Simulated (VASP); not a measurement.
```xyz
6
Lattice="1.8685 -7.3174 0.0000 1.8685 7.3174 0.0000 0.0000 0.0000 3.7167" Properties=species:S:1:pos:R:3 pbc="T T T"
Ge     1.8685    -6.4264     0.9292
Ge     1.8685     6.4264     2.7875
Ge     1.8685     3.6604     0.9292
Ge     1.8685    -3.6604     2.7875
Hf     1.8685    -1.5311     0.9292
Hf     1.8685     1.5311     2.7875
```

The numbers are results of LDA (Ceperley-Alder, Perdew-Zunger), VASP's LDA PAW potentials (set 64) (plane waves; VASP 6.6.1), not measurements. Settings: 400 eV cut-off, Gaussian smearing of 0.050 eV, potentials Ge_d Hf_pv.

Task: Give the energies of bands 31 to 44 at the high-symmetry points, in eV from the Fermi level.

Result: 
| band | Γ | Y | C0 | Z | A0 | T | S | R |
|---|---|---|---|---|---|---|---|---|
| 31 | -3.12 | -4.44 | -6.51 | -5.77 | -6.15 | -4.41 | -5.95 | -6.14 |
| 32 | -3.10 | -3.20 | -4.57 | -5.77 | -6.15 | -4.41 | -4.95 | -6.14 |
| 33 | -3.10 | -2.99 | -3.41 | -2.64 | -3.90 | -3.30 | -3.42 | -4.03 |
| 34 | -3.09 | -2.62 | -3.28 | -2.64 | -3.90 | -3.30 | -2.84 | -4.03 |
| 35 | -2.46 | -2.40 | -1.71 | -1.87 | -3.47 | -2.44 | -1.77 | -3.43 |
| 36 | -2.28 | -2.00 | -1.48 | -1.87 | -3.47 | -2.44 | -1.68 | -3.43 |
| 37 | -2.23 | -1.65 | -0.78 | 0.03 | -2.57 | -0.72 | -0.69 | -2.59 |
| 38 | -0.26 | -0.04 | -0.47 | 0.03 | -2.57 | -0.72 | -0.39 | -2.59 |
| 39 | 1.44 | 1.37 | -0.10 | 0.34 | 1.73 | -0.19 | -0.28 | 2.09 |
| 40 | 1.67 | 1.39 | 0.88 | 0.34 | 1.73 | -0.19 | 0.47 | 2.09 |
| 41 | 1.80 | 1.51 | 1.16 | 1.72 | 2.87 | 2.46 | 1.17 | 2.72 |
| 42 | 1.93 | 1.85 | 1.98 | 1.72 | 2.87 | 2.46 | 2.17 | 2.72 |
| 43 | 2.14 | 1.86 | 2.16 | 2.24 | 3.28 | 2.76 | 2.33 | 3.05 |
| 44 | 2.20 | 2.12 | 2.21 | 2.24 | 3.33 | 2.76 | 2.48 | 3.06 |

It has no gap at this level: it comes out as a metal or semimetal.

The structure was generated: HfGe2 was put into the C49 type (Cmcm), which need not be its known phase. It was relaxed first, which changed the volume by -6 %.
